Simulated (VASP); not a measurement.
OSZICAR of a VASP run on Be (hcp):

OSZICAR:
```
       N       E                     dE             d eps       ncg     rms          rms(c)
DAV:   1    -0.214156009426E+01   -0.21416E+01   -0.19232E+03  2898   0.550E+02
DAV:   2    -0.749228555322E+01   -0.53507E+01   -0.51170E+01  4494   0.674E+01
DAV:   3    -0.751994678202E+01   -0.27661E-01   -0.27659E-01  3744   0.455E+00
DAV:   4    -0.751996807324E+01   -0.21291E-04   -0.21291E-04  4266   0.118E-01
DAV:   5    -0.751996810588E+01   -0.32645E-07   -0.33314E-07  3702   0.191E-03    0.138E+00
DAV:   6    -0.745333627076E+01    0.66632E-01   -0.10820E-02  3270   0.166E+00    0.851E-01
DAV:   7    -0.742957873163E+01    0.23758E-01   -0.10658E-02  3162   0.167E+00    0.383E-02
DAV:   8    -0.742954773596E+01    0.30996E-04   -0.16903E-05  4158   0.494E-02    0.136E-02
DAV:   9    -0.742954530174E+01    0.24342E-05   -0.37239E-06  3564   0.235E-02    0.934E-04
DAV:  10    -0.742954534523E+01   -0.43490E-07   -0.45764E-09  2496   0.709E-04
   1 F= -.48267142E+01 E0= -.48267010E+01  d E =-.482671E+01
       N       E                     dE             d eps       ncg     rms          rms(c)
DAV:   1    -0.728818138491E+01    0.14136E+00   -0.10927E-01  3066   0.460E+00    0.146E-01
DAV:   2    -0.728778429588E+01    0.39709E-03   -0.17991E-04  4518   0.186E-01    0.920E-02
DAV:   3    -0.728761504362E+01    0.16925E-03   -0.16796E-04  3024   0.243E-01    0.421E-03
DAV:   4    -0.728760893001E+01    0.61136E-05   -0.13468E-06  3756   0.199E-02    0.108E-03
DAV:   5    -0.728760819569E+01    0.73432E-06   -0.13567E-07  1878   0.634E-03
   2 F= -.48477023E+01 E0= -.48476963E+01  d E =-.209880E-01
       N       E                     dE             d eps       ncg     rms          rms(c)
DAV:   1    -0.732296294794E+01   -0.35354E-01   -0.46911E-03  3054   0.942E-01    0.312E-02
DAV:   2    -0.732293854735E+01    0.24401E-04   -0.83183E-06  4554   0.392E-02    0.196E-02
DAV:   3    -0.732291979015E+01    0.18757E-04   -0.77560E-06  3000   0.520E-02    0.905E-04
DAV:   4    -0.732291986897E+01   -0.78822E-07   -0.60272E-08  2034   0.423E-03
   3 F= -.48493942E+01 E0= -.48493865E+01  d E =-.226799E-01
       N       E                     dE             d eps       ncg     rms          rms(c)
DAV:   1    -0.732545639714E+01   -0.25366E-02   -0.25814E-05  3084   0.699E-02    0.231E-03
DAV:   2    -0.732545588579E+01    0.51134E-06   -0.45145E-08  2688   0.298E-03
   4 F= -.48493870E+01 E0= -.48493792E+01  d E =-.226727E-01
       N       E                     dE             d eps       ncg     rms          rms(c)
DAV:   1    -0.732522884547E+01    0.22755E-03   -0.56313E-04  3636   0.164E-01    0.887E-03
DAV:   2    -0.732522833607E+01    0.50940E-06   -0.21803E-06  3426   0.142E-02
   5 F= -.48494374E+01 E0= -.48494286E+01  d E =-.503852E-04
```

Problem. Which electronic solver shows in the log?

Solution. It is blocked Davidson (ALGO = Normal, or the opening steps of other solvers). The INCAR had ALGO = Normal.

Problem. Can the final energy be trusted as converged?

Solution. The run converged. It stopped with EDIFF = 1E-6, NELM = 100, NSW = 40 and EDIFFG = -0.02 after 5 ionic steps (PBE GGA, plane waves, VASP's PBE PAW potentials (set 64)). Energy and stress use the plane-wave basis of the starting cell.

The compound is Be in the hcp structure. This run relaxes it under an external pressure of 30 GPa. Symmetry was kept, so distortions that lower it aren't found.
